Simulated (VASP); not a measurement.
An input for Ansatz (written as the equivalent of a VASP run, and not itself run):

Ansatz 0.2 input:
```yaml
crystal:
  lattice:
    - [5.0327500, 0.0000000, 0.0000000]
    - [0.0000000, 8.9864110, 0.0000000]
    - [0.0000000, 0.0000000, 5.3357440]
  atoms:
    - { symbol: Ti, position: [0.1379100, 0.3710300, 0.4025800] }
    - { symbol: Ti, position: [0.8620900, 0.6289700, 0.5974200] }
    - { symbol: Ti, position: [0.3620900, 0.6289700, 0.9025800] }
    - { symbol: Ti, position: [0.6379100, 0.3710300, 0.0974200] }
    - { symbol: Ti, position: [0.6379100, 0.1289700, 0.5974200] }
    - { symbol: Ti, position: [0.3620900, 0.8710300, 0.4025800] }
    - { symbol: Ti, position: [0.8620900, 0.8710300, 0.0974200] }
    - { symbol: Ti, position: [0.1379100, 0.1289700, 0.9025800] }
    - { symbol: O, position: [0.4647100, 0.2697100, 0.3899900] }
    - { symbol: O, position: [0.5352900, 0.7302900, 0.6100100] }
    - { symbol: O, position: [0.0352900, 0.7302900, 0.8899900] }
    - { symbol: O, position: [0.9647100, 0.2697100, 0.1100100] }
    - { symbol: O, position: [0.9647100, 0.2302900, 0.6100100] }
    - { symbol: O, position: [0.0352900, 0.7697100, 0.3899900] }
    - { symbol: O, position: [0.5352900, 0.7697100, 0.1100100] }
    - { symbol: O, position: [0.4647100, 0.2302900, 0.8899900] }
    - { symbol: O, position: [0.8166300, 0.0104800, 0.8511900] }
    - { symbol: O, position: [0.1833700, 0.9895200, 0.1488100] }
    - { symbol: O, position: [0.6833700, 0.9895200, 0.3511900] }
    - { symbol: O, position: [0.3166300, 0.0104800, 0.6488100] }
    - { symbol: O, position: [0.3166300, 0.4895200, 0.1488100] }
    - { symbol: O, position: [0.6833700, 0.5104800, 0.8511900] }
    - { symbol: O, position: [0.1833700, 0.5104800, 0.6488100] }
    - { symbol: O, position: [0.8166300, 0.4895200, 0.3511900] }
kpoints:
  mp_grid: { grid: [5, 3, 5] }
hamiltonian:
  xc: pbesol
  pseudopotentials: { kind: paw }
scf:
  occupations: { method: gaussian, width: 0.01 }
  max_iter: 100
output: { forces: true, stress: true, eigenvalues: true }
```

Problem. Translate this input to VASP (INCAR, KPOINTS, POSCAR, choice of POTCAR).

Solution. This is not unique; one that fits is 
POSCAR:
```
TiO2
1
    5.0327500000     0.0000000000     0.0000000000
    0.0000000000     8.9864110000     0.0000000000
    0.0000000000     0.0000000000     5.3357440000
Ti O
8 16
Direct
  0.1379100000   0.3710300000   0.4025800000
  0.8620900000   0.6289700000   0.5974200000
  0.3620900000   0.6289700000   0.9025800000
  0.6379100000   0.3710300000   0.0974200000
  0.6379100000   0.1289700000   0.5974200000
  0.3620900000   0.8710300000   0.4025800000
  0.8620900000   0.8710300000   0.0974200000
  0.1379100000   0.1289700000   0.9025800000
  0.4647100000   0.2697100000   0.3899900000
  0.5352900000   0.7302900000   0.6100100000
  0.0352900000   0.7302900000   0.8899900000
  0.9647100000   0.2697100000   0.1100100000
  0.9647100000   0.2302900000   0.6100100000
  0.0352900000   0.7697100000   0.3899900000
  0.5352900000   0.7697100000   0.1100100000
  0.4647100000   0.2302900000   0.8899900000
  0.8166300000   0.0104800000   0.8511900000
  0.1833700000   0.9895200000   0.1488100000
  0.6833700000   0.9895200000   0.3511900000
  0.3166300000   0.0104800000   0.6488100000
  0.3166300000   0.4895200000   0.1488100000
  0.6833700000   0.5104800000   0.8511900000
  0.1833700000   0.5104800000   0.6488100000
  0.8166300000   0.4895200000   0.3511900000
```

**INCAR**
```
# general
SYSTEM  = TiO2
PREC    = Accurate
ENCUT   = 400
LREAL   = Auto
LASPH   = .True.

# electronic loop
EDIFF   = 1E-6
NELM    = 100
ALGO    = Normal
LMAXMIX = 4

# smearing
ISMEAR  = 0
SIGMA   = 0.01

# functional
GGA     = PS

# ions
ISIF    = 2

# output
LWAVE   = .False.
LCHARG  = .False.
```

KPOINTS:
```
Automatic mesh
0
Gamma
5 3 5
0 0 0
```

POTCAR, in this order: Ti_sv O (PBE.64 set). Program: vasp_std.

Limits of the translation: each code has its own PAW files, so the cut-off isn't converted (ENCUT is set for VASP's; basis.ecutwfc is left out, and Ansatz then takes the one that its files recommend); Ansatz stops its SCF on the density residual and VASP on the energy change (EDIFF).

The structure comes from a computed database's TiO2 entry, a phase known from measurement. The cell was not relaxed at this level.
